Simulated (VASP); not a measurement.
```
SrTe
1.0
    0.00000     3.35583     3.35583
    3.35583     0.00000     3.35583
    3.35583     3.35583     0.00000
Sr Te
1 1
Direct
  0.97753   0.00508   0.99869
  0.52247   0.49492   0.50131
```

The numbers are results of HSE06 screened hybrid, VASP's PBE PAW potentials (set 64) (plane waves; VASP 6.6.1), not measurements. Numerical set-up: 300 eV cut-off, 5×5×5 Γ-centred mesh, Gaussian smearing of 0.010 eV, potentials Sr_sv Te.

At this cut-off the stress carries a Pulay error, which pulls relaxed volumes low.

Question: Give the force on each atom (eV/Å).

Answer: 
| atom | Fx | Fy | Fz |
|---|---|---|---|
| Sr1 | -0.059 | 0.412 | 0.287 |
| Te2 | 0.059 | -0.412 | -0.287 |

Question: Give the stress tensor in GPa (positive for a compressed cell).

Answer: 
```
-0.40   0.03   0.02
 0.03   0.55  -0.16
 0.02  -0.16   0.09
```
The pressure is its mean diagonal, 0.08 GPa.

The structure comes from a computed database's SrTe entry; how it stands against other phases isn't given here. The cell was not relaxed at this level, atoms are displaced from their ideal sites.
